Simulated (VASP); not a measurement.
Computed with PW91 GGA, VASP's PBE PAW potentials (set 64) (plane waves; VASP).

VASP input:

File POSCAR:
```
CoAl
1
    2.8512241332     0.0000000000     0.0000000000
   -0.0000000000     2.8512241332     0.0000000000
   -0.0000000000    -0.0000000000     2.8512241332
Al Co
1 1
Direct
  0.5000000000   0.5000000000   0.5000000000
  0.0000000000   0.0000000000   0.0000000000
```

**INCAR**
```
SYSTEM = CoAl
PREC = Accurate
ENCUT = 520
EDIFF = 1E-7
NELM = 100
ALGO = Normal
LREAL = .FALSE.
LASPH = .TRUE.
ISMEAR = -5
GGA = 91
LMAXMIX = 4
LWAVE = .FALSE.
LCHARG = .TRUE.
LORBIT = 11
NEDOS = 601
ISIF = 2
```

**KPOINTS**
```
Automatic mesh
0
Gamma
14 14 14
0 0 0
```

POTCAR, in this order: Al Co (PBE.64 set). Program: vasp_std.

Output

**OUTCAR**
```
 ion  position               nearest neighbor table
   1  0.500  0.500  0.500-   2 2.47   2 2.47   2 2.47   2 2.47   2 2.47   2 2.47   2 2.47   2 2.47
  LATTYP: Found a simple cubic cell.
 ALAT       =     2.8512241332
 Subroutine PRICEL returns:
 Original cell was already a primitive cell.
 Subroutine GETGRP returns: Found 48 space group operations
The static configuration has the point symmetry O_h .
The dynamic configuration has the point symmetry O_h .
 Subroutine INISYM returns: Found 48 space group operations
 Subroutine IBZKPT returns following result:
 Found    120 irreducible k-points:

 Following reciprocal coordinates:
            Coordinates               Weight
  0.000000  0.000000  0.000000      1.000000
  0.071429  0.000000  0.000000      6.000000
  0.142857  0.000000  0.000000      6.000000
  0.214286  0.000000  0.000000      6.000000
  0.285714  0.000000  0.000000      6.000000
  0.357143  0.000000  0.000000      6.000000
  0.428571  0.000000  0.000000      6.000000
  0.500000  0.000000  0.000000      3.000000
  0.071429  0.071429  0.000000     12.000000
  0.142857  0.071429  0.000000     24.000000
  0.214286  0.071429  0.000000     24.000000
  0.285714  0.071429  0.000000     24.000000
  0.357143  0.071429  0.000000     24.000000
  0.428571  0.071429  0.000000     24.000000
  0.500000  0.071429  0.000000     12.000000
  0.142857  0.142857  0.000000     12.000000
  0.214286  0.142857  0.000000     24.000000
  0.285714  0.142857  0.000000     24.000000
  0.357143  0.142857  0.000000     24.000000
  0.428571  0.142857  0.000000     24.000000
  0.500000  0.142857  0.000000     12.000000
  0.214286  0.214286  0.000000     12.000000
  0.285714  0.214286  0.000000     24.000000
  0.357143  0.214286  0.000000     24.000000
  0.428571  0.214286  0.000000     24.000000
  0.500000  0.214286  0.000000     12.000000
  0.285714  0.285714  0.000000     12.000000
  0.357143  0.285714  0.000000     24.000000
  0.428571  0.285714  0.000000     24.000000
  0.500000  0.285714  0.000000     12.000000
  0.357143  0.357143  0.000000     12.000000
  0.428571  0.357143  0.000000     24.000000
  0.500000  0.357143  0.000000     12.000000
  0.428571  0.428571  0.000000     12.000000
  0.500000  0.428571  0.000000     12.000000
  0.500000  0.500000  0.000000      3.000000
  0.071429  0.071429  0.071429      8.000000
  0.142857  0.071429  0.071429     24.000000
  0.214286  0.071429  0.071429     24.000000
  0.285714  0.071429  0.071429     24.000000
   k-points           NKPTS =    120   k-points in BZ     NKDIM =    120   number of bands    NBANDS=     10
   number of dos      NEDOS =    601   number of ions     NIONS =      2
   total plane-waves  NPLWV =  13824
   dimension x,y,z NGX =    24 NGY =   24 NGZ =   24
   dimension x,y,z NGXF=    48 NGYF=   48 NGZF=   48
   ions per type =               1   1
   PREC   = accura    normal or accurate (medium, high low for compatibility)
   ISTART =      0    job   : 0-new  1-cont  2-samecut
   ICHARG =      2    charge: 1-file 2-atom 10-const
   ISPIN  =      1    spin polarized calculation?
   LNONCOLLINEAR =      F non collinear calculations
   LSORBIT =      F    spin-orbit coupling
   INIWAV =      1    electr: 0-lowe 1-rand  2-diag
   ENCUT  =  520.0 eV  38.22 Ry    6.18 a.u.   5.30  5.30  5.30*2*pi/ulx,y,z
   NELM   =    100;   NELMIN=  2; NELMDL= -5     # of ELM steps
   EDIFF  = 0.1E-06   stopping-criterion for ELM
   LREAL  =      F    real-space projection
   NLSPLINE    = F    spline interpolate recip. space projectors
   LMAXMIX     =    4 max onsite mixed and CHGCAR
   VOSKOWN=      0    Vosko Wilk Nusair interpolation
...
```

OSZICAR:
```
       N       E                     dE             d eps       ncg     rms          rms(c)
DAV:   1     0.364613583743E+02    0.36461E+02   -0.54129E+03  2416   0.126E+03
DAV:   2    -0.122050281873E+02   -0.48666E+02   -0.46373E+02  2410   0.191E+02
DAV:   3    -0.134775645498E+02   -0.12725E+01   -0.12619E+01  2834   0.407E+01
DAV:   4    -0.135014678652E+02   -0.23903E-01   -0.23922E-01  3006   0.501E+00
DAV:   5    -0.135021936500E+02   -0.72578E-03   -0.72624E-03  2802   0.861E-01    0.122E+01
DAV:   6    -0.161907772018E+02   -0.26886E+01   -0.69172E+01  2702   0.124E+02    0.171E+01
DAV:   7    -0.119548360452E+02    0.42359E+01   -0.30818E+01  2636   0.793E+01    0.177E+00
DAV:   8    -0.119507519912E+02    0.40841E-02   -0.20669E-01  2498   0.402E+00    0.114E+00
DAV:   9    -0.119381032998E+02    0.12649E-01   -0.42968E-02  2914   0.298E+00    0.289E-01
DAV:  10    -0.119376460394E+02    0.45726E-03   -0.12421E-03  3186   0.479E-01    0.129E-01
DAV:  11    -0.119376392922E+02    0.67472E-05   -0.22356E-05  2822   0.457E-02    0.155E-02
DAV:  12    -0.119376324110E+02    0.68812E-05   -0.10745E-05  2920   0.451E-02    0.539E-03
DAV:  13    -0.119376319573E+02    0.45374E-06   -0.22644E-07  2026   0.436E-03    0.186E-03
DAV:  14    -0.119376316759E+02    0.28140E-06   -0.50749E-08  1260   0.210E-03    0.359E-04
DAV:  15    -0.119376316960E+02   -0.20106E-07   -0.43761E-09  1248   0.795E-04
   1 F= -.11937632E+02 E0= -.11937632E+02  d E =0.000000E+00
```

### OUTCAR
```
------------------------ aborting loop because EDIFF is reached ----------------------------------------
  FORCE on cell =-STRESS in cart. coord.  units (eV):
  Direction    XX          YY          ZZ          XY          YZ          ZX
  --------------------------------------------------------------------------------------
  Total       -0.0021222     -0.0021222     -0.0021222     -0.0000000     -0.0000000      0.0000000
  in kB       -0.1466908     -0.1466908     -0.1466908     -0.0000000     -0.0000000      0.0000000
  external PRESSURE =      -0.1466908 kB  Pullay stress =       0.0000000 kB
  volume of cell :       23.18
      direct lattice vectors                 reciprocal lattice vectors
     2.851224133  0.000000000  0.000000000     0.350726549  0.000000000  0.000000000
     0.000000000  2.851224133  0.000000000     0.000000000  0.350726549  0.000000000
     0.000000000  0.000000000  2.851224133     0.000000000  0.000000000  0.350726549
 POSITION                                       TOTAL-FORCE (eV/Angst)
 -----------------------------------------------------------------------------------
      1.42561      1.42561      1.42561         0.000000      0.000000      0.000000
      0.00000      0.00000      0.00000         0.000000      0.000000      0.000000
 -----------------------------------------------------------------------------------
    total drift:                                0.000000      0.000000      0.000000
  FREE ENERGIE OF THE ION-ELECTRON SYSTEM (eV)
  ---------------------------------------------------
  free  energy   TOTEN  =       -11.9376316960 eV

  energy  without entropy=      -11.9376316960  energy(sigma->0) =      -11.93763170

 total charge

# of ion       s       p       d       tot
------------------------------------------
    1        0.393   0.427   0.000   0.820
    2        0.433   0.506   7.519   8.458
--------------------------------------------------
tot          0.825   0.934   7.519   9.278
```
(Selected blocks of OUTCAR.)

File OUTCAR:
```
 val. band max:       10.6141392250   @ k =   0.5000   0.3571   0.2857

 cond. band min:      10.5277911952   @ k =   0.5000   0.3571   0.0714


 Fermi energy:        10.5611074008

 k-point     1 :       0.0000    0.0000    0.0000
  band No.  band energies     occupation
      1      -0.5121      2.00000
      2       7.5709      2.00000
      3       7.5709      2.00000
      4       9.6656      2.00000
      5       9.6656      2.00000
      6       9.6656      2.00000
      7      16.4900      0.00000
      8      16.4900      0.00000
      9      16.4900      0.00000
     10      19.2850      0.00000

 k-point     2 :       0.0714    0.0000    0.0000
  band No.  band energies     occupation
      1      -0.4155      2.00000
      2       7.5618      2.00000
      3       7.5976      2.00000
      4       9.6136      2.00000
      5       9.6136      2.00000
      6       9.6710      2.00000
      7      15.5717      0.00000
      8      16.6250      0.00000
      9      16.6250      0.00000
     10      19.2725      0.00000

 k-point     3 :       0.1429    0.0000    0.0000
  band No.  band energies     occupation
      1      -0.1274      2.00000
      2       7.5068      2.00000
      3       7.6735      2.00000
      4       9.4745      2.00000
      5       9.4745      2.00000
      6       9.6863      2.00000
      7      14.0379      0.00000
      8      17.0141      0.00000
      9      17.0141      0.00000
     10      19.2356      0.00000

 k-point     4 :       0.2143    0.0000    0.0000
  band No.  band energies     occupation
      1       0.3473      2.00000
      2       7.3152      2.00000
      3       7.7863      2.00000
      4       9.2879      2.00000
      5       9.2879      2.00000
      6       9.7084      2.00000
      7      12.6245      0.00000
      8      17.6201      0.00000
      9      17.6201      0.00000
     10      19.1771      0.00000

 k-point     5 :       0.2857    0.0000    0.0000
...
```

For a metal the tetrahedron method with Blöchl corrections gives inexact stress and forces.

The compound is CoAl in the CsCl type structure. It was relaxed first. The run is not spin-polarised, so no magnetic state was tried.
